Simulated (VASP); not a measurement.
Output of a VASP run:

**OUTCAR**
```
 ion  position               nearest neighbor table
   1  0.000  0.000  0.000-
  LATTYP: Found a face centered cubic cell.
 ALAT       =     4.8893178620
 Subroutine PRICEL returns:
 Original cell was already a primitive cell.
 Subroutine GETGRP returns: Found 48 space group operations
The static configuration has the point symmetry O_h .
The dynamic configuration has the point symmetry O_h .
 Subroutine INISYM returns: Found 48 space group operations
 Subroutine IBZKPT returns following result:
 Found     84 irreducible k-points:

 Following reciprocal coordinates:
            Coordinates               Weight
  0.000000  0.000000  0.000000      1.000000
  0.076923  0.000000  0.000000      8.000000
  0.153846  0.000000  0.000000      8.000000
  0.230769  0.000000  0.000000      8.000000
  0.307692  0.000000  0.000000      8.000000
  0.384615  0.000000  0.000000      8.000000
  0.461538  0.000000  0.000000      8.000000
  0.076923  0.076923  0.000000      6.000000
  0.153846  0.076923  0.000000     24.000000
  0.230769  0.076923  0.000000     24.000000
  0.307692  0.076923  0.000000     24.000000
  0.384615  0.076923  0.000000     24.000000
  0.461538  0.076923  0.000000     24.000000
 -0.461538  0.076923  0.000000     24.000000
 -0.384615  0.076923  0.000000     24.000000
 -0.307692  0.076923  0.000000     24.000000
 -0.230769  0.076923  0.000000     24.000000
 -0.153846  0.076923  0.000000     24.000000
 -0.076923  0.076923  0.000000     12.000000
  0.153846  0.153846  0.000000      6.000000
  0.230769  0.153846  0.000000     24.000000
  0.307692  0.153846  0.000000     24.000000
  0.384615  0.153846  0.000000     24.000000
  0.461538  0.153846  0.000000     24.000000
 -0.461538  0.153846  0.000000     24.000000
 -0.384615  0.153846  0.000000     24.000000
 -0.307692  0.153846  0.000000     24.000000
 -0.230769  0.153846  0.000000     24.000000
 -0.153846  0.153846  0.000000     12.000000
  0.230769  0.230769  0.000000      6.000000
  0.307692  0.230769  0.000000     24.000000
  0.384615  0.230769  0.000000     24.000000
  0.461538  0.230769  0.000000     24.000000
 -0.461538  0.230769  0.000000     24.000000
 -0.384615  0.230769  0.000000     24.000000
 -0.307692  0.230769  0.000000     24.000000
 -0.230769  0.230769  0.000000     12.000000
  0.307692  0.307692  0.000000      6.000000
  0.384615  0.307692  0.000000     24.000000
  0.461538  0.307692  0.000000     24.000000
   k-points           NKPTS =     84   k-points in BZ     NKDIM =     84   number of bands    NBANDS=     11
   number of dos      NEDOS =    301   number of ions     NIONS =      1
   total plane-waves  NPLWV =  21952
   dimension x,y,z NGX =    28 NGY =   28 NGZ =   28
   dimension x,y,z NGXF=    56 NGYF=   56 NGZF=   56
   ions per type =               1
   PREC   = accura    normal or accurate (medium, high low for compatibility)
   ISTART =      0    job   : 0-new  1-cont  2-samecut
   ICHARG =      2    charge: 1-file 2-atom 10-const
   ISPIN  =      1    spin polarized calculation?
   LNONCOLLINEAR =      F non collinear calculations
   LSORBIT =      F    spin-orbit coupling
   INIWAV =      1    electr: 0-lowe 1-rand  2-diag
   ENCUT  =  520.0 eV  38.22 Ry    6.18 a.u.   6.43  6.43  6.43*2*pi/ulx,y,z
   NELM   =    100;   NELMIN=  2; NELMDL= -5     # of ELM steps
   EDIFF  = 0.1E-06   stopping-criterion for ELM
   LREAL  =      F    real-space projection
   NLSPLINE    = F    spline interpolate recip. space projectors
   LMAXMIX     =    4 max onsite mixed and CHGCAR
   VOSKOWN=      0    Vosko Wilk Nusair interpolation
   EDIFFG = 0.1E-05   stopping-criterion for IOM
   NSW    =      0    number of steps for IOM
   NBLOCK =      1;   KBLOCK =      1    inner block; outer block
   IBRION =     -1    ionic relax: 0-MD 1-quasi-New 2-CG
   NFREE  =      0    steps in history (QN), initial steepest desc. (CG)
...
```

### OSZICAR
```
       N       E                     dE             d eps       ncg     rms          rms(c)
DAV:   1     0.101720392345E+03    0.10172E+03   -0.74142E+03  1880   0.150E+03
DAV:   2     0.786213113777E+00   -0.10093E+03   -0.98962E+02  1881   0.330E+02
DAV:   3    -0.359228538887E+01   -0.43785E+01   -0.43558E+01  2218   0.795E+01
DAV:   4    -0.369517440552E+01   -0.10289E+00   -0.10286E+00  2213   0.132E+01
DAV:   5    -0.369995959955E+01   -0.47852E-02   -0.47850E-02  2363   0.257E+00    0.549E-01
DAV:   6    -0.368982486138E+01    0.10135E-01   -0.15408E-02  2282   0.238E+00    0.273E-01
DAV:   7    -0.368705841753E+01    0.27664E-02   -0.68349E-03  2202   0.149E+00    0.860E-02
DAV:   8    -0.368691566481E+01    0.14275E-03   -0.41204E-04  2582   0.414E-01    0.987E-03
DAV:   9    -0.368691334182E+01    0.23230E-05   -0.83874E-06  2269   0.599E-02    0.497E-03
DAV:  10    -0.368691318783E+01    0.15399E-06   -0.94391E-07  2027   0.117E-02    0.272E-04
DAV:  11    -0.368691318144E+01    0.63867E-08   -0.18589E-08  1191   0.192E-03
   1 F= -.36869132E+01 E0= -.36869598E+01  d E =0.139753E-03
```

### OUTCAR
```
------------------------ aborting loop because EDIFF is reached ----------------------------------------
  FORCE on cell =-STRESS in cart. coord.  units (eV):
  Direction    XX          YY          ZZ          XY          YZ          ZX
  --------------------------------------------------------------------------------------
  Total        0.2754522      0.2754522      0.2754522      0.0000000     -0.0000000      0.0000000
  in kB       15.1033046     15.1033046     15.1033046      0.0000000     -0.0000000      0.0000000
  external PRESSURE =      15.1033046 kB  Pullay stress =       0.0000000 kB
  volume of cell :       29.22
      direct lattice vectors                 reciprocal lattice vectors
     0.000000000  2.444658931  2.444658931    -0.204527508  0.204527508  0.204527508
     2.444658931  0.000000000  2.444658931     0.204527508 -0.204527508  0.204527508
     2.444658931  2.444658931  0.000000000     0.204527508  0.204527508 -0.204527508
 POSITION                                       TOTAL-FORCE (eV/Angst)
 -----------------------------------------------------------------------------------
      0.00000      0.00000      0.00000        -0.000000      0.000000     -0.000000
 -----------------------------------------------------------------------------------
    total drift:                               -0.000000     -0.000000     -0.000000
  FREE ENERGIE OF THE ION-ELECTRON SYSTEM (eV)
  ---------------------------------------------------
  free  energy   TOTEN  =        -3.6869131814 eV

  energy  without entropy=       -3.6870529348  energy(sigma->0) =       -3.68695977
```
(Selected blocks of OUTCAR.)

File POSCAR:
```
Pb
1
    0.0000000000     2.4446589310     2.4446589310
    2.4446589310     0.0000000000     2.4446589310
    2.4446589310     2.4446589310     0.0000000000
Pb
1
Direct
  0.0000000000   0.0000000000   0.0000000000
```

Question: Reconstruct the remaining input files.

Answer: This is not unique; one that fits is the input of the run itself, AM05 GGA, plane waves, VASP's PBE PAW potentials (set 64).

**INCAR**
```
# general
SYSTEM =Pb
PREC   =Accurate
ENCUT  =520
LREAL  =.False.
LASPH  =.True.   # aspherical one-centre terms

# electronic loop
EDIFF  =1E-7   # SCF stop (eV)
NELM   =100   # most electronic steps
ALGO   =Normal
LMAXMIX=4   # l cut-off of mixed one-centre charges

# smearing
ISMEAR =1
SIGMA  =0.1   # width (eV)

# functional
GGA    =AM   # AM05

# ions
ISIF   =2

# output
LWAVE  =.False.
LCHARG =.False.
```

**KPOINTS**
```
kpoints
0
Gamma
13 13 13
0 0 0
```

POTCAR, in this order: Pb_d (PBE.64 set). Program: vasp_std.

The compound is Pb in the fcc structure. This cell is one point of a volume scan, at 0.97 of the reference volume.
